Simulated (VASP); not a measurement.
Consider the following.

```yaml
crystal:
  lattice:
    - [3.14227, -2.29632, 0.00000]
    - [3.14227, 2.29632, 0.00000]
    - [-1.14053, 0.00000, 6.78642]
  atoms:
    - { symbol: La, position: [0.00000, 0.50000, 0.00000] }
    - { symbol: La, position: [0.50000, 0.00000, 0.50000] }
    - { symbol: N, position: [0.58160, 0.41840, 0.25000] }
    - { symbol: N, position: [0.41840, 0.58160, 0.75000] }
```

The numbers are results of PBE GGA, VASP's PBE PAW potentials (set 64) (plane waves; VASP), not measurements. Settings: 520 eV cut-off, KSPACING 0.35 per Å, Gaussian smearing of 0.050 eV, potentials La N.

### Question
Which forces act on the atoms, in eV/Å?

### Answer

```tsv
atom	Fx	Fy	Fz
La1	0.000	0.000	0.000
La2	0.000	0.000	0.000
N3	0.000	-0.182	0.000
N4	0.000	0.182	0.000
```

### Question
Give the stress tensor in GPa (positive for a compressed cell).

### Answer

```
 -8.32    0.00    1.21
  0.00  -13.94    0.00
  1.21    0.00  -14.05
```
The pressure is its mean diagonal, -12.10 GPa.

The structure was generated: LaN was put into the tenorite type (C2/c), which need not be its known phase. The cell was not relaxed at this level. The run is one of a series of settings (KGAMMA = .FALSE., KSPACING = 0.35, KPOINTS file removed against the base run), some of them coarse on purpose.
